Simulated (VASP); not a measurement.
**Pt3Ti: energy against strain**

Pt3Ti (L1_2, Pm-3m, 14.805 Å³/atom and stress up to 0.03 GPa in the relaxed cell, cube axes along x, y and z) under a strain ε along a cube axis (axis z), the other axes held. PBEsol in VASP (plane waves, PAW), 480 eV, 12×12×12 Γ-centred mesh, Methfessel-Paxton smearing 0.10 eV; ions are relaxed, or left where forces stay under 0.02 eV/Å, within the symmetry of each cell.

Here s stands for strain and y for E less E0.

| strain (%) | E less E0 (meV/atom) |
|---|---|
| -1.00 | 1.98 |
| -0.50 | 0.52 |
| 0.00 | 0.00 |
| 0.50 | 0.39 |
| 1.00 | 1.67 |
| 2.50 | ? |

Fit y of the 5 rows that show it with a parabola. Least squares gives y = -0.001 - 0.1500·s + 1.8257·s². Residuals (row less fit): 0.005, -0.010, 0.001, 0.010, -0.005; standard error 0.011 (degrees of freedom: 2). Twice the quadratic coefficient over the volume, 2 × 1.8257 meV × 10⁴ × 0.1602 / 14.805 Å³, is the elastic constant C11 = about 400 GPa.

Question: What does the fit predict for y at s = 2.50, and how far is the calculated value from it?

Answer: y = -0.001 - 0.1500 × 2.5 + 1.8257 × 2.5² = 11.035 meV/atom. The calculation gives 10.45 meV/atom, 0.585 meV/atom below the prediction (5.6 % of the range of y in the table). The row lies outside the fitted rows, so this is an extrapolation. From the scatter of the fitted rows alone, a prediction at this place has a standard error of 0.072 meV/atom, so the miss is 8.1 times that.

A polynomial of degree 3 through the 10 other runs of the series gives 10.50 there, so most of the miss is curvature that the fit leaves out. In a metal these values are sensitive to mesh and smearing; energies are taken to zero smearing, stresses follow the free energy. The runs aren't spin-polarised. Spin-orbit coupling is left out, which can shift these values for the heavy elements here. Rows are the converged runs of the series near zero and its far end, less any whose ions stayed unrelaxed beside relaxed ones; series whose fitted rows scatter by over a few per cent of the range, as at a crossing or softening among them, aren't shown in this form. Most that stay on the fit to the last digits aren't either.
